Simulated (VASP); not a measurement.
The input files of a VASP run:

**POSCAR**
```
B
1
    1.7108105412    -0.0000000000    -0.0000000000
   -0.8554052706     1.4816057109    -0.0000000000
   -0.0000000000    -0.0000000000     6.9298315487
B
2
Direct
  0.3333330000   0.6666670000   0.2500000000
  0.6666670000   0.3333330000   0.7500000000
```

**KPOINTS**
```
kpoints
0
gamma
27 27 6
0 0 0
```

INCAR:
```
SYSTEM = B
PREC = Accurate
ENCUT = 520
EDIFF = 1E-7
NELM = 100
ALGO = Normal
LREAL = .FALSE.
LASPH = .TRUE.
ISMEAR = -5
GGA = PS
LWAVE = .FALSE.
LCHARG = .TRUE.
LORBIT = 11
NEDOS = 601
ISIF = 2
```

POTCAR, in this order: B (PBE.64 set). Program: vasp_std.

Write an equivalent input for Ansatz.

One equivalent input (not run):
Ansatz 0.2 input:
```yaml
crystal:
  lattice:
    - [1.7108105, 0.0000000, 0.0000000]
    - [-0.8554053, 1.4816057, 0.0000000]
    - [0.0000000, 0.0000000, 6.9298315]
  atoms:
    - { symbol: B, position: [0.3333330, 0.6666670, 0.2500000] }
    - { symbol: B, position: [0.6666670, 0.3333330, 0.7500000] }
kpoints:
  mp_grid: { grid: [27, 27, 6] }
hamiltonian:
  xc: pbesol
  pseudopotentials: { kind: paw }
scf:
  occupations: { method: tetrahedron }
  max_iter: 100
output: { forces: true, stress: true, eigenvalues: true }
```
The two are equivalent in intent, not identical: each code has its own PAW files, so the cut-off isn't converted (ENCUT is set for VASP's; basis.ecutwfc is left out, and Ansatz then takes the one that its files recommend); Ansatz stops its SCF on the density residual and VASP on the energy change (EDIFF).

The structure was generated: B was put into the hcp type (P6_3/mmc), which need not be its known phase. It was relaxed first, which changed the volume by +49 %.
